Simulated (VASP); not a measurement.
# Y (hcp): computed properties

These are r2SCAN meta-GGA, VASP's PBE PAW potentials (set 64) (plane waves; VASP 6.6.1) values and carry that method's errors.

For Y, the space group comes out as P6_3/mmc (194) and the cell comes out as a = b = 3.684 Å, c = 5.675 Å, α = β = 90.00°, γ = 120.00°. The volume per atom comes out as 33.36 Å^3/atom and the band gap (over mesh and band path) is none (metal, semimetal or under 0.01 eV). The band gap with spin-orbit coupling is none (metallic). The density is 4.43 g/cm³.

```yaml
crystal:
  lattice:
    - [1.84210, -3.19060, 0.00000]
    - [1.84210, 3.19060, 0.00000]
    - [0.00000, 0.00000, 5.67525]
  atoms:
    - { symbol: Y, position: [0.33333, 0.66667, 0.25000] }
    - { symbol: Y, position: [0.66667, 0.33333, 0.75000] }
```

Measured: a 3.648 Å at 293 K (computed value off by +1.0 %), c 5.732 Å at 293 K (computed value off by -1.0 %), as given by Wikipedia, Yttrium (infobox). The calculation is for a static lattice, while the measured a, c hold thermal and zero-point effects, which are part of the difference.

The compound is Y in the hcp structure. It was relaxed first. Symmetry was kept, so distortions that lower it aren't found.
